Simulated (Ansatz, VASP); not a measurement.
# Sr (Sr(100)): VASP beside Ansatz, part 2 of 2

One calculation is typed for both programs; each brings its own data sets and cutoff. How far apart do they land?

VASP 6.6.1 and Ansatz 0.2.0.

So far: Set-up; VASP: single point, PBEsol; Ansatz: single point, PBEsol; Comparison.

## (5) VASP: single point, LDA

Level of this step: LDA; plane waves and PAW (Sr_sv) (VASP).

With cell and atoms fixed, the geometry can't cause a difference; cores, projectors, grids and the points listed under the comparison can.

Input file INCAR:

```
SYSTEM = Sr
PREC = Normal
ENCUT = 350
EDIFF = 1E-06
NELM = 120
ISMEAR = 1
SIGMA = 0.1
LREAL = .FALSE.
ALGO = Normal
GGA = CA
NBANDS = 43
LORBIT = 11
LWAVE = .FALSE.
LCHARG = .FALSE.
KPAR = 4
IDIPOL = 3
LDIPOL = .TRUE.
DIPOL = 0.5 0.5 0.5
LVHAR = .TRUE.
LVACPOTAV = .TRUE.
```

Input file POSCAR:

```
Sr
1.0
    4.2992092296      0.0000000000      0.0000000000
    0.0000000000      4.2992092296      0.0000000000
    0.0000000000      0.0000000000     36.2400000000
Sr
7
Direct
    0.0000000000      0.0000000000      0.2483443709
    0.5000000000      0.5000000000      0.3322295806
    0.0000000000      0.0000000000      0.4161147903
    0.5000000000      0.5000000000      0.5000000000
    0.0000000000      0.0000000000      0.5838852097
    0.5000000000      0.5000000000      0.6677704194
    0.0000000000      0.0000000000      0.7516556291
```

Input file KPOINTS:

```
Automatic mesh
0
Gamma
6 6 1
0 0 0
```

Potentials, in the order of the species: Sr_sv (PBE family, release 64).

Run with:

```
mpirun -np 4 vasp_std
```

Numbers of over 12 decimals in the logs are rounded to 6 here.

Log:

```text
[banner, memory and clock lines left out]
running    4 mpi-ranks, on    1 nodes
[...]
[... a notice as in an earlier step ...]

 LDA part: xc-table for (Slater(with rela. corr.)+CA(PZ))
 , standard interpolation
 POSCAR, INCAR and KPOINTS ok, starting setup
[...]
entering main loop
       N       E                     dE             d eps       ncg     rms          rms(c)
DAV:   1     0.366303766685E+03    0.36630E+03   -0.27600E+04  1180   0.944E+02
DAV:   2     0.308839849868E+02   -0.33542E+03   -0.33032E+03   973   0.260E+02
DAV:   3    -0.748813176304E+01   -0.38372E+02   -0.38030E+02  1213   0.532E+01
DAV:   4    -0.128556888275E+02   -0.53676E+01   -0.53243E+01  1501   0.202E+01
[...]
DAV:  32    -0.123116699810E+02   -0.17587E-05   -0.84277E-08   567   0.690E-04    0.228E-03
DAV:  33    -0.123116712770E+02   -0.12960E-05   -0.48720E-08   556   0.639E-04    0.147E-03
DAV:  34    -0.123116719930E+02   -0.71602E-06   -0.53099E-08   558   0.960E-04
 [... a notice as in an earlier step ...]

   1 F= -.12311672E+02 E0= -.12309350E+02  d E =-.696676E-02
```

OUTCAR, selected parts (step 5):

```text
  Total       -4.1477881     -4.1477881     -3.9742057      0.0000000     -0.0000000     -0.0000000
  in kB       -9.9211449     -9.9211449     -9.5059509      0.0000000     -0.0000000     -0.0000000
  external PRESSURE =      -9.7827469 kB  Pullay stress =       0.0000000 kB

 POSITION                                       TOTAL-FORCE (eV/Angst)
 -----------------------------------------------------------------------------------
      0.00000      0.00000      9.00000         0.000000      0.000000      0.243779
      2.14960      2.14960     12.04000         0.000000      0.000000     -0.052225
      0.00000      0.00000     15.08000        -0.000000     -0.000000      0.019695
      2.14960      2.14960     18.12000        -0.000000     -0.000000     -0.000000
      0.00000      0.00000     21.16000        -0.000000     -0.000000     -0.019695
      2.14960      2.14960     24.20000        -0.000000     -0.000000      0.052225
      0.00000      0.00000     27.24000        -0.000000      0.000000     -0.243779
 -----------------------------------------------------------------------------------
    total drift:                                0.000000      0.000000      0.000000

  FREE ENERGIE OF THE ION-ELECTRON SYSTEM (eV)
  ---------------------------------------------------
  free  energy   TOTEN  =       -12.3116719930 eV

  energy  without entropy=      -12.3047052285  energy(sigma->0) =      -12.30934974

[... 1 part as in an earlier step ...]

[... 2 further parts left out ...]
[key lines of the parts left out:]
E-fermi :  -0.2078
```

## (6) Ansatz: single point, LDA

The same cell, functional (in two slightly different forms), mesh and smearing now go to Ansatz, which takes its cutoff from its data sets.

Input file input.yaml:

```yaml
crystal:
  lattice:
    - [4.2992092296, 0.0, 0.0]
    - [0.0, 4.2992092296, 0.0]
    - [0.0, 0.0, 36.24]
  atoms:
    - { symbol: Sr, position: [0.0, 0.0, 0.2483443709] }
    - { symbol: Sr, position: [0.5, 0.5, 0.3322295806] }
    - { symbol: Sr, position: [0.0, 0.0, 0.4161147903] }
    - { symbol: Sr, position: [0.5, 0.5, 0.5] }
    - { symbol: Sr, position: [0.0, 0.0, 0.5838852097] }
    - { symbol: Sr, position: [0.5, 0.5, 0.6677704194] }
    - { symbol: Sr, position: [0.0, 0.0, 0.7516556291] }
hamiltonian:
  xc: lda
  pseudopotentials: { kind: paw }
kpoints:
  mp_grid: { grid: [6, 6, 1] }
scf:
  occupations: { method: methfessel_paxton, width: 0.1 }
  n_extra_bands: 5
efield:
  axis: 3
  dipole_correction: true
  ramp_width: 0.04
output:
  forces: true
  eigenvalues: true
```

Run with:

```
ansatz run input.yaml --threads 4 --pin off --max-ram 9216MiB --backend cpu --events-out ev --progress --plain --runs-dir out
```

Log:

```text
[...]
Crystal: 7 atoms, lattice volume = 669.831 Å³
Basis set: ecut = 420 eV, 13033 PW (Γ)
Bands: 40, of which v1, the nominal top of the filled ones, is band 35 counted from 1 (34 counted from 0)
Symmetry: 8 space group operations
k-points: 10 of 36
[...]
k-point 0: bands = [... 31 lower, -0.6849, -0.0873, 0.5072, 0.9652, 2.1224, 2.1793, 2.1812, 2.2083, ... 1 higher]
  k-point 1: bands = [... 31 lower, -0.4341, 0.1510, 0.7435, 1.2135, 2.1124, 2.1865, 2.2851, 2.2918, ... 1 higher]
  k-point 2: bands = [... 31 lower, 0.1908, 0.6839, 1.1909, 1.5497, 1.8270, 1.8408, 2.0008, 2.2273, ... 1 higher]
  k-point 9: bands = [... 31 lower, 1.4121, 1.6373, 1.7008, 1.8243, 2.1033, 2.1033, 2.1369, 2.1369, ... 1 higher]
[key lines of the parts left out:]
SCF converged after 9 iterations
Free energy (F): -24108.944930 eV
Fermi energy:    1.796256 eV
Dipole field:    D = -0.000011 V/Å  (p = -0.000041 e·Å, saw-weighted, corrected)
Work function:   Φ+ = 2.5883 eV   Φ− = 2.5879 eV
```

Elapsed: 4.6 s, on 4 threads of Arm Neoverse V2, shared host; peak memory 0.85 GiB.

## (7) Side by side

What differs besides the data sets and the points named for the pairs above, as far as they apply: the two LDA forms differ slightly; VASP's log shows a relativistic correction to its local exchange, Ansatz's none. Total energies have different zeros and are not compared.

Both answers:

```
                                   quantity  Ansatz  VASP  difference
 work function, lower of the two faces (eV)    2.59  2.58        0.00
work function, higher of the two faces (eV)    2.59  2.58        0.00
```

Forces (eV/Å; atoms numbered as in POSCAR):

```
atom        Ansatz x, y, z          VASP x, y, z
 Sr1   0.000, 0.000, 0.244   0.000, 0.000, 0.244
 Sr2  0.000, 0.000, -0.052  0.000, 0.000, -0.052
 Sr3   0.000, 0.000, 0.020   0.000, 0.000, 0.020
 Sr4   0.000, 0.000, 0.000   0.000, 0.000, 0.000
 Sr5  0.000, 0.000, -0.020  0.000, 0.000, -0.020
 Sr6   0.000, 0.000, 0.052   0.000, 0.000, 0.052
 Sr7  0.000, 0.000, -0.244  0.000, 0.000, -0.244
```

The forces differ by 0.1 meV/Å r.m.s., which is 0.2 % of the r.m.s. force of 0.08 eV/Å (both taken over all components). VASP's log warns that it found no field-free region in the vacuum, so its work functions are uncertain.

## (8) Ansatz: single point, PBE

A single point gives forces, pressure and levels at one fixed geometry, so differences don't come from the geometry; what else differs is listed under the comparison.

input.yaml, as its differences from that of step 6:

```diff
@@ -14,3 +14,3 @@
 hamiltonian:
-  xc: lda
+  xc: pbe
   pseudopotentials: { kind: paw }
@@ -28 +28,5 @@
   eigenvalues: true
+  write_density: true
+  write_potential: true
+  elf: true
+  volumetric_format: npy
```

Log:

```text
[...]
Crystal: 7 atoms, lattice volume = 669.831 Å³
Basis set: ecut = 420 eV, 13033 PW (Γ), exchange–correlation on 60×60×486 points (8 copies of the dense FFT grid, shifted against one another)
Bands: 40, of which v1, the nominal top of the filled ones, is band 35 counted from 1 (34 counted from 0)
Symmetry: 8 space group operations
k-points: 10 of 36
[...]
k-point 0: bands = [... 31 lower, -0.4898, 0.1011, 0.6915, 1.1515, 2.3457, 2.3571, 2.3580, 2.4366, ... 1 higher]
  k-point 1: bands = [... 31 lower, -0.2395, 0.3395, 0.9271, 1.3961, 2.3171, 2.3913, 2.4683, 2.4806, ... 1 higher]
  k-point 2: bands = [... 31 lower, 0.3931, 0.8902, 1.4054, 1.7522, 1.9726, 1.9990, 2.1580, 2.3989, ... 1 higher]
  k-point 9: bands = [... 31 lower, 1.5947, 1.8227, 1.8731, 1.9983, 2.3182, 2.3182, 2.3433, 2.3433, ... 1 higher]
[key lines of the parts left out:]
SCF converged after 10 iterations
Free energy (F): -24808.693509 eV
Fermi energy:    1.955150 eV
Dipole field:    D = -0.000004 V/Å  (p = -0.000015 e·Å, saw-weighted, corrected)
Work function:   Φ+ = 2.4741 eV   Φ− = 2.4739 eV
```

Elapsed: 6.9 s, on 4 threads; peak memory 0.96 GiB.

## (9) VASP: single point, PBE

The same cell, functional, mesh and smearing now go to VASP, with its own data sets and cutoff.

INCAR, as its differences from that of step 5:

```diff
@@ -9,3 +9,3 @@
 ALGO = Normal
-GGA = CA
+GGA = PE
 NBANDS = 43
```

POSCAR is that of step 5.

KPOINTS is that of step 5.

Run with:

```
mpirun -np 4 vasp_std
```

Log:

```text
[banner, memory and clock lines left out]
running    4 mpi-ranks, on    1 nodes
[...]
LDA part: xc-table for (Slater+PW92), standard interpolation
 POSCAR, INCAR and KPOINTS ok, starting setup
[...]
entering main loop
       N       E                     dE             d eps       ncg     rms          rms(c)
DAV:   1     0.369529499848E+03    0.36953E+03   -0.27618E+04  1180   0.944E+02
DAV:   2     0.323973455952E+02   -0.33713E+03   -0.33199E+03   973   0.261E+02
DAV:   3    -0.587510518324E+01   -0.38272E+02   -0.37952E+02  1189   0.534E+01
DAV:   4    -0.110813363677E+02   -0.52062E+01   -0.51627E+01  1493   0.202E+01
[...]
DAV:  29    -0.106070234944E+02   -0.30478E-05   -0.32951E-07   610   0.181E-03    0.269E-03
DAV:  30    -0.106070254924E+02   -0.19980E-05   -0.22960E-07   567   0.200E-03    0.211E-03
DAV:  31    -0.106070261041E+02   -0.61165E-06   -0.67160E-08   583   0.953E-04
 [... a notice as in an earlier step ...]

   1 F= -.10607026E+02 E0= -.10602530E+02  d E =-.134891E-01
```

OUTCAR, selected parts (step 9):

```text
  Total       -1.2034157     -1.2034157     -1.1367358      0.0000000     -0.0000000      0.0000000
  in kB       -2.8784648     -2.8784648     -2.7189723      0.0000000     -0.0000000      0.0000000
  external PRESSURE =      -2.8253006 kB  Pullay stress =       0.0000000 kB

 POSITION                                       TOTAL-FORCE (eV/Angst)
 -----------------------------------------------------------------------------------
      0.00000      0.00000      9.00000        -0.000000     -0.000000      0.086376
      2.14960      2.14960     12.04000         0.000000      0.000000     -0.049019
      0.00000      0.00000     15.08000        -0.000000     -0.000000      0.019329
      2.14960      2.14960     18.12000        -0.000000     -0.000000      0.000000
      0.00000      0.00000     21.16000         0.000000      0.000000     -0.019329
      2.14960      2.14960     24.20000        -0.000000     -0.000000      0.049019
      0.00000      0.00000     27.24000         0.000000      0.000000     -0.086376
 -----------------------------------------------------------------------------------
    total drift:                                0.000000      0.000000      0.000000

  FREE ENERGIE OF THE ION-ELECTRON SYSTEM (eV)
  ---------------------------------------------------
  free  energy   TOTEN  =       -10.6070261041 eV

  energy  without entropy=      -10.5935370340  energy(sigma->0) =      -10.60252975

[... 2 parts as in an earlier step ...]

[... 1 further part left out ...]
[key lines of the parts left out:]
E-fermi :  -0.0480
```

## (10) Differences

The two programs side by side:

```
                                   quantity  Ansatz  VASP  difference
 work function, lower of the two faces (eV)    2.47  2.47       +0.01
work function, higher of the two faces (eV)    2.47  2.47       +0.01
```

Forces (eV/Å; atoms numbered as in POSCAR):

```
atom        Ansatz x, y, z          VASP x, y, z
 Sr1   0.000, 0.000, 0.087   0.000, 0.000, 0.086
 Sr2  0.000, 0.000, -0.049  0.000, 0.000, -0.049
 Sr3   0.000, 0.000, 0.019   0.000, 0.000, 0.019
 Sr4   0.000, 0.000, 0.000   0.000, 0.000, 0.000
 Sr5  0.000, 0.000, -0.019  0.000, 0.000, -0.019
 Sr6   0.000, 0.000, 0.049   0.000, 0.000, 0.049
 Sr7  0.000, 0.000, -0.087  0.000, 0.000, -0.086
```

The forces differ by 0.2 meV/Å r.m.s., which is 0.7 % of the r.m.s. force of 0.03 eV/Å (both taken over all components). VASP's log warns that it found no field-free region in the vacuum, so its work functions are uncertain.

## (11) Summary of results

* r.m.s. force difference (single point, PBEsol): 0.46 meV/Å
* r.m.s. force difference (single point, LDA): 0.12 meV/Å
* r.m.s. force difference (single point, PBE): 0.22 meV/Å

The r.m.s. force difference is 0.46 meV/Å (single point, PBEsol), within the 12 meV/Å picked in this series as the mark of a large difference. 1 further run of this series is not shown here. Such differences can come from data sets, numerical settings and the points named under the comparisons, not from the functional's error against experiment.

[Lines on the potential files, build, host, timing and source positions are cut from VASP's logs without a mark.]

[Logs are printed without paths, hosts, clocks, repeated set-up lines and the standing remarks that a program may print on its own settings, such as how far it seeks lower states.]

[Hosts, paths, dates, database ids (printed as entryN), source tags and the programs' standing remarks are cut or masked in the printed files.]
